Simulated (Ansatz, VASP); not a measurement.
## CdInI3: VASP beside Ansatz

```
Cd In I
1.0
     5.96245    0.00000    0.00000
     0.00000    5.96245    0.00000
     0.00000    0.00000    5.96245
Cd In I
1 1 3
Cartesian
  2.9812 2.9812 2.9812
  0.0000 0.0000 0.0000
  2.9812 0.0000 0.0000
  0.0000 2.9812 0.0000
  0.0000 0.0000 2.9812
```

Alike in both runs: functional PBE; k mesh 6 × 6 × 6; occupations gaussian, width 0.1 eV; no spin polarisation.

Ansatz relaxed the structure, and its values are those at the end. VASP's run is a single point on that final structure, the one shown.

|  | VASP | Ansatz |
| --- | --- | --- |
| version | VASP 6.6.1 | Ansatz 0.2.0 |
| potentials or method | VASP PAW PBE potentials, release 64 (Cd, In_d, I) | scalar-relativistic, plane waves, PAW |
| plane-wave cutoff (eV) | 520 | 420 |
| valence electrons in the cell | 46 | 84 |

|  | VASP | Ansatz | Ansatz less VASP |
| --- | --- | --- | --- |
| gap on the k mesh at the Fermi level (eV) | none | none | - |
| pressure (GPa) | 0.0 | 0.0 | +0.01 |

A gap of «none» marks a metal or a gap that the smearing closes. The two sets of potentials don't hold the same shells in valence.

The runs have no spin-orbit coupling, so splittings on I are missing.
